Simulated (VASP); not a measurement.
These are PW91 GGA, VASP's PBE PAW potentials (set 64) (plane waves; VASP) values and carry that method's errors.

The input files of a VASP run:

**POSCAR**
```
Sc
1
    1.6227461951    -2.8106787726     0.0000000000
    1.6227461951     2.8106787726     0.0000000000
    0.0000000000     0.0000000000     5.0401527380
Sc
2
Direct
  0.3333330000   0.6666670000   0.2500000000
  0.6666670000   0.3333330000   0.7500000000
```

**INCAR**
```
SYSTEM = Sc
PREC = Accurate
ENCUT = 520
EDIFF = 1E-7
NELM = 100
ALGO = Normal
LREAL = .FALSE.
LASPH = .TRUE.
ISMEAR = 1
SIGMA = 0.1
GGA = 91
LMAXMIX = 4
LWAVE = .FALSE.
LCHARG = .FALSE.
ISIF = 4
IBRION = 2
NSW = 30
EDIFFG = -0.01
```

KPOINTS:
```
Automatic mesh
0
Gamma
13 13 7
0 0 0
```

POTCAR, in this order: Sc_sv (PBE.64 set). Program: vasp_std.

The run wrote:

File OSZICAR:
```
       N       E                     dE             d eps       ncg     rms          rms(c)
DAV:   1     0.393300568634E+03    0.39330E+03   -0.11099E+04  2520   0.158E+03
DAV:   2     0.103011745645E+02   -0.38300E+03   -0.37779E+03  3419   0.662E+02
DAV:   3    -0.131587850218E+02   -0.23460E+02   -0.22918E+02  4212   0.193E+02
DAV:   4    -0.136309912302E+02   -0.47221E+00   -0.42919E+00  3894   0.225E+01
DAV:   5    -0.136362179729E+02   -0.52267E-02   -0.52199E-02  4220   0.277E+00    0.807E+00
DAV:   6    -0.125577107587E+02    0.10785E+01   -0.24707E+00  3185   0.211E+01    0.246E+00
DAV:   7    -0.124110511509E+02    0.14666E+00   -0.62396E-01  3262   0.974E+00    0.798E-01
DAV:   8    -0.124014252577E+02    0.96259E-02   -0.21593E-02  3465   0.222E+00    0.207E-01
DAV:   9    -0.124005312514E+02    0.89401E-03   -0.52903E-03  3344   0.910E-01    0.220E-02
DAV:  10    -0.124005472126E+02   -0.15961E-04   -0.10191E-04  4217   0.153E-01    0.653E-03
DAV:  11    -0.124005442941E+02    0.29185E-05   -0.25240E-06  4013   0.236E-02    0.194E-03
DAV:  12    -0.124005456734E+02   -0.13793E-05   -0.30995E-07  2758   0.709E-03    0.837E-04
DAV:  13    -0.124005452995E+02    0.37391E-06   -0.27656E-08  1967   0.340E-03    0.100E-04
DAV:  14    -0.124005453078E+02   -0.82850E-08   -0.75602E-09  1911   0.244E-03
   1 F= -.12400545E+02 E0= -.12399850E+02  d E =-.124005E+02
       N       E                     dE             d eps       ncg     rms          rms(c)
DAV:   1    -0.124010753942E+02   -0.53009E-03   -0.66815E-02  2709   0.554E+00    0.168E-01
DAV:   2    -0.124009957572E+02    0.79637E-04   -0.48289E-03  4011   0.115E+00    0.108E-01
DAV:   3    -0.124007470632E+02    0.24869E-03   -0.82863E-04  4585   0.419E-01    0.154E-02
DAV:   4    -0.124007414898E+02    0.55734E-05   -0.39856E-05  3796   0.108E-01    0.777E-03
DAV:   5    -0.124007417796E+02   -0.28977E-06   -0.14490E-06  3593   0.224E-02    0.164E-03
DAV:   6    -0.124007418666E+02   -0.86972E-07   -0.90898E-08  1708   0.573E-03
   2 F= -.12400742E+02 E0= -.12400097E+02  d E =-.196559E-03
       N       E                     dE             d eps       ncg     rms          rms(c)
DAV:   1    -0.124010313519E+02   -0.28957E-03   -0.46915E-02  2681   0.465E+00    0.141E-01
DAV:   2    -0.124009767787E+02    0.54573E-04   -0.33915E-03  4018   0.964E-01    0.903E-02
DAV:   3    -0.124008022139E+02    0.17456E-03   -0.58144E-04  4617   0.352E-01    0.129E-02
DAV:   4    -0.124007982624E+02    0.39515E-05   -0.27909E-05  3826   0.900E-02    0.647E-03
DAV:   5    -0.124007985324E+02   -0.26997E-06   -0.10090E-06  3486   0.187E-02    0.140E-03
DAV:   6    -0.124007986109E+02   -0.78558E-07   -0.63736E-08  1624   0.478E-03
   3 F= -.12400799E+02 E0= -.12400201E+02  d E =-.253303E-03
```

### OUTCAR
```
------------------------ aborting loop because EDIFF is reached ----------------------------------------
  FORCE on cell =-STRESS in cart. coord.  units (eV):
  Direction    XX          YY          ZZ          XY          YZ          ZX
  --------------------------------------------------------------------------------------
  Total        1.0819429      1.0819428      1.0784126      0.0000000     -0.0000000     -0.0000000
  in kB       37.7033033     37.7033008     37.5802803      0.0000000     -0.0000000     -0.0000000
  external PRESSURE =      37.6622948 kB  Pullay stress =       0.0000000 kB
  volume of cell :       45.98
      direct lattice vectors                 reciprocal lattice vectors
     1.625831695 -2.816023007 -0.000000000     0.307534907 -0.177555368 -0.000000000
     1.625831695  2.816023007 -0.000000000     0.307534907  0.177555368  0.000000000
     0.000000000 -0.000000000  5.021040521     0.000000000  0.000000000  0.199161906
 POSITION                                       TOTAL-FORCE (eV/Angst)
 -----------------------------------------------------------------------------------
      1.62583      0.93868      1.25526        -0.000000      0.000000     -0.000000
      1.62583     -0.93868      3.76578         0.000000     -0.000000      0.000000
 -----------------------------------------------------------------------------------
    total drift:                                0.000000      0.000676     -0.000014
  FREE ENERGIE OF THE ION-ELECTRON SYSTEM (eV)
  ---------------------------------------------------
  free  energy   TOTEN  =       -12.4007986109 eV

  energy  without entropy=      -12.3990044270  energy(sigma->0) =      -12.40020055

 reached required accuracy - stopping structural energy minimisation
```
(Selected blocks of OUTCAR.)

### CONTCAR
```
Sc
   1.00000000000000
     1.6258316954807652   -2.8160230073648242   -0.0000000000000000
     1.6258316954807652    2.8160230073648242   -0.0000000000000000
     0.0000000000000000   -0.0000000000000000    5.0210405208953262
  Sc
     2
Direct
     0.3333330000000032    0.6666669999999968    0.2500000000000000
     0.6666669999999968    0.3333330000000032    0.7500000000000000
```

The compound is Sc in the hcp structure. This cell is one point of a volume scan, at 0.94 of the reference volume. Symmetry was kept, so distortions that lower it aren't found.
